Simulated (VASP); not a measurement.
# SnO2 (P4_2/mnm) under a change of volume, part 2 of 2

How do the elastic response and the band edges of SnO2 follow a change of volume?

VASP 6.6.1, plane waves and PAW; the level of theory is named at each step.

So far. Step 4 (Gap at another level, r2SCAN): The run ends at a pressure of -7.37 GPa, with forces up to 0.085 eV/Å.

### 6. Gap at another level, HSE06

The gap is read on the mesh at a level that opens it further.

Level: HSE06; plane waves and PAW (Sn_d, O).

File INCAR:

```
SYSTEM = SnO2
PREC = Accurate
ENCUT = 600
EDIFF = 1E-05
NELM = 100
ISMEAR = 0
SIGMA = 0.02
LREAL = .FALSE.
ALGO = Normal
LHFCALC = .TRUE.
AEXX = 0.25
GGA = PE
HFSCREEN = 0.2
LASPH = .TRUE.
NBANDS = 30
PRECFOCK = Fast
LWAVE = .FALSE.
LCHARG = .FALSE.
KPAR = 4
```

File POSCAR:

```
SnO2
1.0
    4.8444524340      0.0000000000      0.0000000000
    0.0000000000      4.8444524340      0.0000000000
    0.0000000000      0.0000000000      3.2259679641
Sn O
2 4
Direct
    0.0000000000      0.0000000000      0.0000000000
    0.5000000000      0.5000000000      0.5000000000
    0.3073246902      0.3073246902      0.0000000000
    0.1926753098      0.8073246902      0.5000000000
    0.6926753098      0.6926753098      0.0000000000
    0.8073246902      0.1926753098      0.5000000000
```

File KPOINTS:

```
Automatic mesh
0
Gamma
3 3 5
0 0 0
```

Potentials, in the order of the species: Sn_d and O (LDA family, release 64).

Command:

```sh
> mpirun -np 4 vasp_std
```

Log:

```text
[banner, memory and clock lines left out]
running    4 mpi-ranks, on    1 nodes
[...]
[... a notice as in an earlier step ...]

 LDA part: xc-table for (Slater+PW92), standard interpolation
 found WAVECAR, reading the header
 POSCAR, INCAR and KPOINTS ok, starting setup
[...]
reading WAVECAR
 the WAVECAR file was read successfully
 initial charge from wavefunction
 entering main loop
       N       E                     dE             d eps       ncg     rms          rms(c)
DAV:   1    -0.474858764924E+02   -0.47486E+02   -0.34714E+00   674   0.207E+01    0.213E+00
DAV:   2    -0.474777517070E+02    0.81248E-02   -0.23270E-01   640   0.425E+00    0.154E+00
DAV:   3    -0.474559541104E+02    0.21798E-01   -0.83444E-02   696   0.228E+00    0.102E+00
DAV:   4    -0.474563208547E+02   -0.36674E-03   -0.12610E-02   646   0.102E+00    0.609E-01
DAV:   5    -0.474552318706E+02    0.10890E-02   -0.13044E-03   762   0.623E-01    0.339E-01
DAV:   6    -0.474550142202E+02    0.21765E-03   -0.61473E-04   834   0.263E-01    0.196E-01
DAV:   7    -0.474549516276E+02    0.62593E-04   -0.39360E-05   576   0.766E-02    0.119E-01
DAV:   8    -0.474549314790E+02    0.20149E-04   -0.20420E-05   474   0.495E-02    0.732E-02
DAV:   9    -0.474549286313E+02    0.28477E-05   -0.93802E-06   300   0.304E-02
   1 F= -.47454929E+02 E0= -.47454929E+02  d E =-.274032E-28
```

The job ended after 3.3 min (4 MPI ranks of AMD EPYC 9R45, shared host; peak memory 1.2 GiB; 13 min of CPU time).

Parts of OUTCAR (step 6):

```text
 POSITION                                       TOTAL-FORCE (eV/Angst)
 -----------------------------------------------------------------------------------
      0.00000      0.00000      0.00000         0.000000      0.000000     -0.000000
      2.42223      2.42223      1.61298         0.000000      0.000000     -0.000000
      1.48882      1.48882      0.00000         0.002722      0.002722      0.000000
      0.93341      3.91105      1.61298        -0.002722      0.002722     -0.000000
      3.35563      3.35563      0.00000        -0.002722     -0.002722     -0.000000
      3.91105      0.93341      1.61298         0.002722     -0.002722      0.000000
 -----------------------------------------------------------------------------------
    total drift:                               -0.000000     -0.000001     -0.000002

  FREE ENERGIE OF THE ION-ELECTRON SYSTEM (eV)
  ---------------------------------------------------
  free  energy   TOTEN  =       -47.4549286313 eV

  energy  without entropy=      -47.4549286313  energy(sigma->0) =      -47.45492863

[... 1 part as in an earlier step ...]

[... 2 further parts left out ...]
[key lines of the parts left out:]
E-fermi :   4.3473
```

Numbers from this step:

| Item | Value |
| --- | --- |
| energy(sigma→0) of the program | -47.4549 eV |

### 7. The table

Hybrid runs start from orbitals of a short LDA run, not shown.

Runs beyond LDA use the data sets made with LDA; this shifts their levels slightly, and their total energies have another zero (at TB-mBJ, which has no energy functional, they mean nothing).

The other members went through these steps as far as the tables show, with the same cutoff and, step by step, the same mesh; 34 runs are not shown. The session took 4.7 core hours (wall time by ranks) on a shared machine.

The dielectric columns come from linear-response runs at LDA, run where the gap exceeds a picked 1.2 eV, on a mesh of 7×7×10.

```
volume over the relaxed volume  volume (Å³/atom)  pressure (GPa)  energy above the unstrained row (meV/atom)  gap on the mesh, LDA (eV)  ε∞ (mean)  static ε (mean)  largest Born charge, mean of the diagonal (e)  lowest optical mode (cm⁻¹)  highest mode without LO–TO splitting (cm⁻¹)
                         0.940            11.190          14.727                                      32.739                      1.858      4.140                                                           4.171                     -52.848                                      835.973
                         0.960            11.428           9.217                                      14.371                      1.607      4.231           11.565                                          4.182                      45.590                                      808.067
                         0.980            11.666           4.317                                       3.752                      1.371      4.333           11.604                                          4.192                      79.331                                      781.047
                             1            11.904          -0.015                                       0.000                      1.149                                                                                                                                                    
                         1.020            12.142          -3.852                                       2.332                      0.941                                                                                                                                                    
                         1.040            12.380          -7.207                                      10.031                      0.749                                                                                                                                                    
                         1.060            12.618         -10.144                                      22.424                      0.573
```

A blank entry does not apply, was not run or did not finish.

A cubic of the pressure in ln(V/V₀) through all rows has the slope −B at V₀: B = 204 GPa, and its curvature gives B′ = 5.3.

Gaps at r2SCAN, read on its mesh alone:

```csv
volume over the relaxed volume,gap (eV)
0.940,2.701
0.960,2.441
0.980,2.194
1,1.961
1.020,1.742
1.040,1.537
1.060,1.349
```

Gaps at TB-mBJ, read on its mesh alone:

```
volume over the relaxed volume  gap (eV)
                         0.940     3.914
                         0.960     3.651
                         0.980     3.402
                             1     3.166
                         1.020     2.944
                         1.040     2.736
                         1.060     2.544
```

Gaps at HSE06, read on its mesh alone, with one row partly withheld:

```
volume over the relaxed volume  gap (eV)
                         0.940     3.787
                         0.960     3.517
                         0.980     3.262
                             1         ?
                         1.020     2.792
                         1.040     2.580
                         1.060     2.383
```

### 8. Working out the slope

The quantity to fit is the gap at HSE06: 3.787, 3.517, 3.262, 2.792, 2.580, 2.383 eV in the rows shown.

Fitting a parabola to the 6 known rows (u: logarithm of the volume ratio) gives E = 12.12 u² − 11.66 u + 3.020 in eV; the residuals are 0.0013 eV r.m.s.

For the withheld row, u = 0, the fit gives 3.0199 eV.

### 9. Prediction against calculation

The calculation gives 3.0203 eV, so the prediction is 0.0004 eV too low.

### 10. Summary of results

```yaml
bulk_modulus: 204 GPa
gap_of_the_unstrained_cell_r2scan: 1.96 eV
gap_of_the_unstrained_cell_tb_mbj: 3.17 eV
de_d_ln_v_of_the_gap_hse06: -11.66 eV
error_of_the_predicted_row: -0.4 meV
```

What this shows: The slope of the energy gives 0.39 GPa at the relaxed volume where the pressure column has -0.01 GPa, a mark of the finite basis. Where the lowest mode is negative (imaginary), the phase is unstable at the zone centre, and no static dielectric constant is given below −25 cm⁻¹. A measured gap of unstrained SnO2 is 3.6 eV (pmc:11656248, band gap of undoped SnO2, quoted experimental value, temperature not given); the static gaps here belong to the lattice relaxed at LDA. r2SCAN opens gaps somewhat over GGA but leaves them below measured values as a rule. TB-mBJ is a potential fitted for gaps; it has no energy functional, so its total energies and forces mean nothing, and its bands tend to come out too narrow. HSE06 ran on a coarser mesh than the semilocal levels. Temperature, zero-point motion and excitons are left out.

[Lines on the potential files, build, host, timing and source positions are cut from VASP's logs without a mark.]

[Logs are printed without paths, hosts, clocks, repeated set-up lines and the standing remarks that a program may print on its own settings, such as how far it seeks lower states.]

[Hosts, paths, dates, database ids (printed as entryN), source tags and the programs' standing remarks are cut or masked in the printed files.]

[In band tables of VASP the shares of atoms and orbitals are scaled to a sum of 1 inside the atoms' spheres.]
